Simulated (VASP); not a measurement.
Input:

```
CELL_PARAMETERS angstrom
     -1.58850     1.58850     3.89331
      1.58850    -1.58850     3.89331
      1.58850     1.58850    -3.89331
ATOMIC_POSITIONS crystal
  Si 0.66480 0.66480 0.00000
  Si 0.33520 0.33520 0.00000
  Mo 0.00000 0.00000 0.00000
```

Computed with LDA (Ceperley-Alder, Perdew-Zunger), VASP's LDA PAW potentials (set 64) (plane waves; VASP 6.6.1). Numerical set-up: 520 eV cut-off, Gaussian smearing of 0.050 eV, potentials Si Mo_sv.

Q: Give the energies of bands 6 to 14 at the high-symmetry points, in eV from the Fermi level.

A: 
```
band      Γ      X      P      N       M      S      R
----  -----  -----  -----  -----  ------  -----  -----
6     -6.51  -6.78  -6.33  -9.53  -10.19  -8.99  -7.88
7     -3.36  -5.67  -6.33  -5.04   -3.66  -6.88  -5.56
8     -3.18  -5.17  -6.19  -4.50   -2.25  -2.87  -4.49
9     -2.66  -4.49  -2.71  -2.65   -0.59  -2.53  -3.81
10    -2.66  -3.13  -2.08  -2.63   -0.59  -2.30  -3.00
11     0.40  -1.16  -2.08  -0.52   -0.44  -0.41  -1.77
12     3.20   2.37   0.34   2.32   -0.44   1.55   1.80
13     3.28   2.81   2.37   3.15    0.54   3.05   2.10
14     3.59   3.23   4.11   4.22    4.79   3.72   2.68
```

It has no gap at this level: it comes out as a metal or semimetal.

The compound is MoSi2 in the MoSi2 type structure. It was relaxed first.
